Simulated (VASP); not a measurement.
# Ag2Au (P-3m1) in VASP: reference runs

How does Ag2Au come out in PBE? The cell is run as given.

All numbers are computed with VASP 6.6.1; they aren't measurements. Logs are shortened: lines on timing, memory, paths and dates and some standing lists are left out, and cuts for length are marked.

## Step 1: Starting point

It takes space group P-3m1 (No. 164, trigonal). Conventional cell: a = 4.536 Å, b = 4.536 Å, c = 3.164 Å, α = 90.00°, β = 90.00°, γ = 120.00°. Ag (site symmetry 3m) is surrounded by 3 Ag at 2.62 Å. Around Au (site symmetry -3m) lie 12 Ag at 3.04 to 3.08 Å and 2 Au at 3.16 Å.

The cell was built by a generator and needn't be a form met in nature.

## Step 2: Single point, PBE

The input, INCAR:

```
PREC = Accurate ; ENCUT = 520
EDIFF = 1E-7 ; ISMEAR = -1
SIGMA = 0.05 ; LREAL = False
LASPH = True ; NELM = 100
ALGO = Normal ; ISIF = 2
LWAVE = False ; LCHARG = False
GGA = PE ; NBANDS = 24
```

The input, KPOINTS:

```
regular mesh
0
Gamma
  7 7 8
```

The input, POSCAR:

```
Ag2Au
1.0
    4.5359449400      0.0000000000      0.0000000000
   -2.2679724700      3.9282435500      0.0000000000
    0.0000000000      0.0000000000      3.1644594600
Ag Au
2 1
Direct
    0.3333333300      0.6666666700      0.5148209900
    0.6666666700      0.3333333300      0.4851790100
    0.0000000000      0.0000000000      0.0000000000
```

Potentials or basis: VASP PAW PBE potentials, release 64 (Ag, Au).

On the command line:

```sh
$ cat potpaw_PBE.64/Ag/POTCAR potpaw_PBE.64/Au/POTCAR > POTCAR
$ mpirun -np 1 vasp_std > vasp.out
```

OUTCAR:

```text
PREC = Accurate
   ENCUT = 520
   EDIFF = 1E-7
   ISMEAR = -1
   LREAL = False
   LASPH = True
   NELM = 100
   ISIF = 2
   GGA = PE

 ion  position               nearest neighbor table
   1  0.333  0.667  0.515-   2 2.62   2 2.62   2 2.62   3 3.04   3 3.04   3 3.04   3 3.08   3 3.08
                             3 3.08
   2  0.667  0.333  0.485-   1 2.62   1 2.62   1 2.62   3 3.04   3 3.04   3 3.04   3 3.08   3 3.08
                             3 3.08
   3  0.000  0.000  0.000-   1 3.04   2 3.04   2 3.04   1 3.04   2 3.04   1 3.04   1 3.08   2 3.08
                             1 3.08   2 3.08   1 3.08   2 3.08

  LATTYP: Found a hexagonal cell.
 ALAT       =     4.5359449400
 C/A-ratio  =     0.6976406244

  Lattice vectors:

 A1 = (   4.5359449400,   0.0000000000,   0.0000000000)
 A2 = (  -2.2679724700,   3.9282435500,   0.0000000000)
 A3 = (   0.0000000000,   0.0000000000,   3.1644594600)

Analysis of symmetry for initial positions (statically):
=====================================================================
 Subroutine PRICEL returns:
 Original cell was already a primitive cell.

 Routine SETGRP: Setting up the symmetry group for a
 hexagonal supercell.

 Subroutine GETGRP returns: Found 12 space group operations
 (whereof 12 operations were pure point group operations)
 out of a pool of 24 trial point group operations.

The static configuration has the point symmetry D_3d.

Analysis of symmetry for dynamics (positions and initial velocities):
=====================================================================
 Subroutine PRICEL returns:
 Original cell was already a primitive cell.

 Routine SETGRP: Setting up the symmetry group for a
 hexagonal supercell.

 Subroutine GETGRP returns: Found 12 space group operations
 (whereof 12 operations were pure point group operations)
 out of a pool of 24 trial point group operations.

The dynamic configuration has the point symmetry D_3d.

 Subroutine INISYM returns: Found 12 space group operations
 (whereof 12 operations are pure point group operations),
 and found     1 'primitive' translations

----------------------------------------------------------------------------------------

                                     Primitive cell

  volume of cell :      56.3853

  direct lattice vectors                    reciprocal lattice vectors
     4.535944940  0.000000000  0.000000000     0.220461230  0.127283350  0.000000000
    -2.267972470  3.928243550  0.000000000     0.000000000  0.254566701  0.000000000
     0.000000000  0.000000000  3.164459460     0.000000000  0.000000000  0.316009736

  length of vectors
     4.535944940  4.535944942  3.164459460     0.254566701  0.254566701  0.316009736

  position of ions in fractional coordinates (direct lattice)
     0.333333330  0.666666670  0.514820990
     0.666666670  0.333333330  0.485179010
     0.000000000  0.000000000  0.000000000

  ion indices of the primitive-cell ions
   primitive index   ion index
                 1           1
                 2           2
                 3           3

----------------------------------------------------------------------------------------

 KPOINTS: regular mesh

Automatic generation of k-mesh.
 Grid dimensions read from file:
 generate k-points for:    7    7    8

 Generating k-lattice:

  Cartesian coordinates                     Fractional coordinates (reciprocal lattice)
     0.031494461  0.018183336  0.000000000     0.142857143 -0.000000000  0.000000000
     0.000000000  0.036366672  0.000000000     0.000000000  0.142857143  0.000000000
     0.000000000  0.000000000  0.039501217     0.000000000  0.000000000  0.125000000

  Length of vectors
     0.036366672  0.036366672  0.039501217

  Shift w.r.t. Gamma in fractional coordinates (k-lattice)
     0.000000000  0.000000000  0.000000000

 Subroutine IBZKPT returns following result:
 ===========================================

 Found     52 irreducible k-points:

 Following reciprocal coordinates:
            Coordinates               Weight
  0.000000  0.000000  0.000000      1.000000
  0.142857  0.000000  0.000000      6.000000
  0.285714 -0.000000  0.000000      6.000000
  0.428571 -0.000000  0.000000      6.000000
  0.142857  0.142857  0.000000      6.000000
  0.285714  0.142857  0.000000     12.000000
[... 16 lines left out ...]
  0.000000  0.142857  0.250000      6.000000
  0.285714 -0.000000  0.250000      6.000000
 [... further k-points ...]
   k-points           NKPTS =     52   k-points in BZ     NKDIM =     52   number of bands    NBANDS=     24
   number of dos      NEDOS =    301   number of ions     NIONS =      3
   total plane-waves  NPLWV =  31104
   dimension x,y,z NGX =    36 NGY =   36 NGZ =   24
   dimension x,y,z NGXF=    72 NGYF=   72 NGZF=   48
   ions per type =               2   1
   NGX,Y,Z   is equivalent  to a cutoff of  13.19, 13.19, 12.61 a.u.
   NGXF,Y,Z  is equivalent  to a cutoff of  26.39, 26.39, 25.22 a.u.
 SYSTEM =  unknown system
   PREC   = accura    normal or accurate (medium, high low for compatibility)
   ISTART =      0    job   : 0-new  1-cont  2-samecut
   ICHARG =      2    charge: 1-file 2-atom 10-const
   ISPIN  =      1    spin polarized calculation?
   LNONCOLLINEAR =      F non collinear calculations
   LSORBIT =      F    spin-orbit coupling
   LASPH  =      T    aspherical Exc in radial PAW
   ENCUT  =  520.0 eV  38.22 Ry    6.18 a.u.   8.43  8.43  5.88*2*pi/ulx,y,z
   NELM   =    100;   NELMIN=  2; NELMDL= -5     # of ELM steps
   EDIFF  = 0.1E-06   stopping-criterion for ELM
   LREAL  =      F    real-space projection
   EDIFFG = 0.1E-05   stopping-criterion for IOM
   NSW    =      0    number of steps for IOM
   IBRION =     -1    ionic relax: 0-MD 1-quasi-New 2-CG
   NFREE  =      0    steps in history (QN), initial steepest desc. (CG)
   ISIF   =      2    stress and relaxation
   ISYM   =      2    0-nonsym 1-usesym 2-fastsym
   POTIM  = 0.5000    time-step for ionic-motion
   TEBEG  =    0.0;   TEEND  =   0.0 temperature during run
   PSTRESS=    0.0 pullay stress
   NELECT =      33.0000    total number of electrons
   NUPDOWN=      -1.0000    fix difference up-down
   EMIN   =  10.00;   EMAX   =-10.00  energy-range for DOS
   EFERMI =   0.00;   METHOD = LEGACY
   ISMEAR =    -1;   SIGMA  =   0.05  broadening in eV -4-tet -1-fermi 0-gaus
   EFERMI_NEDOS =   21; number of points for ismear=-14 and -15
   IALGO  =     38    algorithm
   IMIX   =      4    mixing-type and parameters
     AMIX     =   0.40;   BMIX     =  1.00
     AMIX_MAG =   1.60;   BMIX_MAG =  1.00
  volume/ion in A,a.u.               =      18.80       126.84
  Fermi-wavevector in a.u.,A,eV,Ry     =   1.369381  2.587755 25.513697  1.875204
  Thomas-Fermi vector in A             =   2.495261
   LORBIT       =      0    0 simple, 1 ext, 2 COOP (PROOUT), +10 PAW based schemes
   GGA     = PE    functional components
   LHFCALC =     F    Hartree Fock is set to
   AEXX    =    0.0000 exact exchange contribution
   IVDW    =     0    specifies the selected vdW correction
   LEPSILON=     F    determine dielectric tensor
   LRPA    =     F    only Hartree local field effects (RPA)
 non-spin polarized calculation
  energy-cutoff  :      520.00
  volume of cell :       56.39
 maximum number of plane-waves:      1548
 NGX is ok and might be reduce to    36
   NGX = 17   NGY = 17   NGZ = 11

 number of electron      32.9999998 magnetization

 Free energy of the ion-electron system (eV)
  ---------------------------------------------------
  ext. energy  EPLUGINS =         0.00000000
  ---------------------------------------------------
  free energy    TOTEN  =        -8.30351119 eV

  energy without entropy =       -8.28864478  energy(sigma->0) =       -8.29607798

 E-fermi :   7.4745     XC(G=0): -11.7798

 val. band max:        7.4634777419   @ k =   0.2857   0.1429   0.2500
 cond. band min:       7.5514149590   @ k =   0.2857   0.2857   0.2500
 fundamental gap:      0.0879372171
 Fermi energy:         7.4744923291

 k-point     1 :       0.0000    0.0000    0.0000
  band No.  band energies     occupation
      1      -0.3563      2.00000
      2       1.6769      2.00000
      3       2.6775      2.00000
      4       2.6775      2.00000
      5       2.8307      2.00000
      6       2.8307      2.00000
[... 16 lines left out ...]
     23      15.5643      0.00000
     24      21.9962      0.00000

 k-point     2 :       0.1429    0.0000    0.0000
  band No.  band energies     occupation
      1      -0.1241      2.00000
      2       1.7619      2.00000
      3       2.2218      2.00000
      4       2.3849      2.00000
      5       2.9756      2.00000
      6       2.9866      2.00000
[... 16 lines left out ...]
     23      16.1555      0.00000
     24      21.9244      0.00000

 k-point     3 :       0.2857   -0.0000    0.0000
  band No.  band energies     occupation
      1       0.5042      2.00000
      2       1.6975      2.00000
      3       2.0173      2.00000
      4       2.1929      2.00000
      5       2.7464      2.00000
      6       2.7739      2.00000
[... 16 lines left out ...]
     23      19.2458      0.00000
     24      21.6944      0.00000
[... 514 lines left out ...]
 k-point    23 :       0.0000    0.1429    0.2500
  band No.  band energies     occupation
      1       0.7932      2.00000
      2       1.9485      2.00000
      3       2.0691      2.00000
      4       2.1775      2.00000
      5       2.3417      2.00000
      6       2.4546      2.00000
[... 16 lines left out ...]
     23      16.4750      0.00000
     24      19.8823      0.00000

 k-point    24 :       0.2857   -0.0000    0.2500
  band No.  band energies     occupation
      1       1.2148      2.00000
      2       1.7403      2.00000
      3       1.9639      2.00000
      4       2.2408      2.00000
      5       2.4499      2.00000
      6       2.6287      2.00000
[... 16 lines left out ...]
     23      17.5557      0.00000
     24      19.6117      0.00000

 [... further k-points ...]

------------------------ aborting loop because EDIFF is reached ----------------------------------------

  FORCE on cell =-STRESS in cart. coord.  units (eV):
  Direction    XX          YY          ZZ          XY          YZ          ZX
  --------------------------------------------------------------------------------------
  -------------------------------------------------------------------------------------
  Total        0.9447666      0.9447666     -2.7837640     -0.0000000      0.0000000      0.0000000
  in kB       26.8453693     26.8453693    -79.1001443     -0.0000000      0.0000000      0.0000000
  external PRESSURE =      -8.4698019 kB  Pullay stress =       0.0000000 kB

 VOLUME and BASIS-vectors are now :
 -----------------------------------------------------------------------------
  energy-cutoff  :      520.00
  volume of cell :       56.39
      direct lattice vectors                 reciprocal lattice vectors
     4.535944940  0.000000000  0.000000000     0.220461230  0.127283350  0.000000000
    -2.267972470  3.928243550  0.000000000     0.000000000  0.254566701  0.000000000
     0.000000000  0.000000000  3.164459460     0.000000000  0.000000000  0.316009736

 POSITION                                       TOTAL-FORCE (eV/Angst)
 -----------------------------------------------------------------------------------
     -0.00000      2.61883      1.62913         0.000000     -0.000000      0.104649
      2.26797      1.30941      1.53533        -0.000000      0.000000     -0.104649
      0.00000      0.00000      0.00000        -0.000000      0.000000      0.000000
 -----------------------------------------------------------------------------------
    total drift:                                0.000000      0.000000      0.000000

  FREE ENERGIE OF THE ION-ELECTRON SYSTEM (eV)
  ---------------------------------------------------
  free  energy   TOTEN  =        -8.3035111882 eV

  energy  without entropy=       -8.2886447813  energy(sigma->0) =       -8.29607798
```

It took 27 s on 1 thread of Intel Xeon Platinum 8488C (Sapphire Rapids), shared host; peak memory 0.22 GiB.

What came out:

```yaml
Free_energy: -8.3035 eV
Pressure: -0.8 GPa
Largest_force: 0.105 eV/Å
Band_gap_on_the_k_mesh: none (metal or under the smearing width)
```

Forces on the atoms (eV/Å):
```
Ag   0.000  0.000  0.105
Ag   0.000  0.000 -0.105
Au   0.000  0.000  0.000
```

Stress tensor (GPa, compression positive):
```
 2.68  0.00  0.00
 0.00  2.68  0.00
 0.00  0.00 -7.91
```

Spin-orbit coupling is left out, which matters for the levels of Au.
